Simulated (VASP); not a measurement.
Here is the system:

```
CELL_PARAMETERS angstrom
      4.52992     0.00000     0.00000
      0.00000     4.52992     0.00000
      0.00000     0.00000     4.52992
ATOMIC_POSITIONS crystal
  Cs 0.00000 0.00000 0.00000
  I  0.50000 0.50000 0.50000
```

Method: optB86b-vdW, VASP's PBE PAW potentials (set 64) (plane waves; VASP). Settings: 520 eV cut-off, Gaussian smearing of 0.050 eV, potentials Cs_sv I.

Unless said otherwise, spin-orbit coupling is left out, though it shifts the bands of the heavy elements here.

Give the energies of bands 4 to 11 at the high-symmetry points, in eV from the valence-band maximum.

```tsv
band	Γ	X	M	R
4	-7.07	-7.00	-7.46	-7.34
5	-7.07	-7.00	-6.95	-7.34
6	-0.08	-1.63	-0.88	-1.38
7	-0.08	-0.26	-0.88	-1.38
8	-0.08	-0.26	0.00	-1.38
9	3.92	5.14	4.20	7.25
10	4.11	6.58	4.91	7.25
11	4.11	6.78	6.08	7.25
```

The gap is indirect, 3.92 eV, from the valence maximum at M to the conduction minimum at Γ.

Measured: gap 6.20 eV (computed value off by -2.28 eV), as given by Aguado et al., (1998), arXiv:cond-mat/9809176.

The compound is CsI in the CsCl type structure. It was relaxed first.
